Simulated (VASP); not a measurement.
An input for Quantum ESPRESSO's pw.x (written as the equivalent of a VASP run, and not itself run):

```
&CONTROL
  calculation = 'vc-relax'
  pseudo_dir = './pseudo'
  outdir = './out'
  tprnfor = .true.
  tstress = .true.
  nstep = 60
  forc_conv_thr = 0.00039
/
&SYSTEM
  ibrav = 0
  nat = 2
  ntyp = 2
  ecutwfc = 84
  occupations = 'smearing'
  smearing = 'methfessel-paxton'
  degauss = 0.00735
  input_dft = 'pw91'
/
&ELECTRONS
  conv_thr = 7.3e-08
  electron_maxstep = 100
/
&IONS
/
&CELL
/
ATOMIC_SPECIES
  Hf 178.490 Hf.upf
  N 14.007 N.upf
CELL_PARAMETERS angstrom
     0.0000000    2.2600000    2.2600000
     2.2600000    0.0000000    2.2600000
     2.2600000    2.2600000    0.0000000
ATOMIC_POSITIONS crystal
  Hf   0.0000000  0.0000000  0.0000000
  N    0.5000000  0.5000000  0.5000000
K_POINTS automatic
  13 13 13 0 0 0
```

### Question
Write the VASP files for the same calculation (PW91).

### Answer
One answer among several that fit: 
KPOINTS:
```
Automatic
0
G
 13 13 13
```

**POSCAR**
```
HfN
1.0
  0.0000000000   2.2600000000   2.2600000000
  2.2600000000   0.0000000000   2.2600000000
  2.2600000000   2.2600000000   0.0000000000
Hf N
1 1
Cartesian
  0.0000000000   0.0000000000   0.0000000000
  2.2600000000   2.2600000000   2.2600000000
```

### INCAR
```
SIGMA = 0.1   # width (eV)
ISMEAR = 1
LASPH = .True.   # aspherical one-centre terms
LREAL = .False.   # projection in real space or not
ALGO = Normal   # blocked Davidson
EDIFF = 1E-6   # SCF stop (eV)
LWAVE = .False.
EDIFFG = -0.01   # ionic stop
SYSTEM = HfN
ENCUT = 520   # plane-wave cut-off (eV)
NELM = 100   # most electronic steps
GGA = 91   # PW91
IBRION = 2
LCHARG = .False.
ISIF = 3
LMAXMIX = 6
PREC = Accurate
NSW = 60
```

POTCAR, in this order: Hf_pv N (PBE.64 set). Program: vasp_std.

The two are equivalent in intent, not identical: the potentials are each code's own (VASP's PAW set, PseudoDojo norm-conserving files in pw.x), so ENCUT and ecutwfc are chosen apart and not converted; conv_thr bounds pw.x's estimated SCF error, while EDIFF bounds the energy change between steps; forc_conv_thr acts on force components and is met together with etot_conv_thr.

The compound is HfN in the rock salt structure. This run relaxes it. Symmetry was kept, so distortions that lower it aren't found.
